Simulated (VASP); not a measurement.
Level of theory: PBE GGA, VASP's PBE PAW potentials (set 64) (plane waves; VASP 6.6.1).

VASP ran on this input.

KPOINTS:
```
Automatic mesh
0
Gamma
7 7 7
0 0 0
```

### INCAR
```
# general
SYSTEM  = ZnS
PREC    = Accurate
ENCUT   = 300
LREAL   = .FALSE.
LASPH   = .TRUE.

# electronic loop
EDIFF   = 1E-6
NELM    = 100
ALGO    = Normal
LMAXMIX = 4

# smearing
ISMEAR  = 0
SIGMA   = 0.01

# functional
GGA     = PE

# ions
ISIF    = 2

# output
LWAVE   = .FALSE.
LCHARG  = .FALSE.
```

### POSCAR
```
ZnS
1
    0.0000000000     2.6936850000     2.6936850000
    2.6936850000     0.0000000000     2.6936850000
    2.6936850000     2.6936850000     0.0000000000
Zn S
1 1
Direct
  0.0000000000   0.0000000000   0.0000000000
  0.2500000000   0.2500000000   0.2500000000
```

POTCAR, in this order: Zn S (PBE.64 set). Program: vasp_std.

Output of the run:

OSZICAR:
```
       N       E                     dE             d eps       ncg     rms          rms(c)
DAV:   1     0.688726743074E+02    0.68873E+02   -0.67794E+03   520   0.111E+03
DAV:   2    -0.344080370767E+01   -0.72313E+02   -0.69416E+02   590   0.224E+02
DAV:   3    -0.722398270669E+01   -0.37832E+01   -0.37709E+01   635   0.557E+01
DAV:   4    -0.726371012666E+01   -0.39727E-01   -0.39719E-01   595   0.613E+00
DAV:   5    -0.726427391398E+01   -0.56379E-03   -0.56378E-03   620   0.713E-01    0.725E+00
DAV:   6    -0.685594631017E+01    0.40833E+00   -0.93157E-01   769   0.347E+01    0.556E+00
DAV:   7    -0.683847026194E+01    0.17476E-01   -0.33350E-01   545   0.530E+00    0.277E+00
DAV:   8    -0.683788800919E+01    0.58225E-03   -0.53668E-03   605   0.691E-01    0.778E-01
DAV:   9    -0.683814116930E+01   -0.25316E-03   -0.11216E-03   585   0.300E-01    0.118E-01
DAV:  10    -0.683828005397E+01   -0.13888E-03   -0.12448E-04   575   0.118E-01    0.556E-02
DAV:  11    -0.683829916129E+01   -0.19107E-04   -0.30357E-05   613   0.703E-02    0.576E-03
DAV:  12    -0.683830013264E+01   -0.97134E-06   -0.30873E-06   577   0.233E-02
   1 F= -.68383001E+01 E0= -.68383001E+01  d E =-.604569E-45
```

File OUTCAR:
```
------------------------ aborting loop because EDIFF is reached ----------------------------------------
  FORCE on cell =-STRESS in cart. coord.  units (eV):
  Direction    XX          YY          ZZ          XY          YZ          ZX
  --------------------------------------------------------------------------------------
  Total        0.5563590      0.5563590      0.5563590      0.0000000      0.0000000      0.0000000
  in kB       22.8031712     22.8031712     22.8031712      0.0000000      0.0000000      0.0000000
  external PRESSURE =      22.8031712 kB  Pullay stress =       0.0000000 kB
  volume of cell :       39.09
      direct lattice vectors                 reciprocal lattice vectors
     0.000000000  2.693685000  2.693685000    -0.185619328  0.185619328  0.185619328
     2.693685000  0.000000000  2.693685000     0.185619328 -0.185619328  0.185619328
     2.693685000  2.693685000  0.000000000     0.185619328  0.185619328 -0.185619328
  FREE ENERGIE OF THE ION-ELECTRON SYSTEM (eV)
  ---------------------------------------------------
  free  energy   TOTEN  =        -6.8383001326 eV

  energy  without entropy=       -6.8383001326  energy(sigma->0) =       -6.83830013
```
(Selected blocks of OUTCAR.)

At this cut-off the stress carries a Pulay error, which pulls relaxed volumes low.

The structure comes from a computed database's ZnS entry; how it stands against other phases isn't given here. The cell was not relaxed at this level.
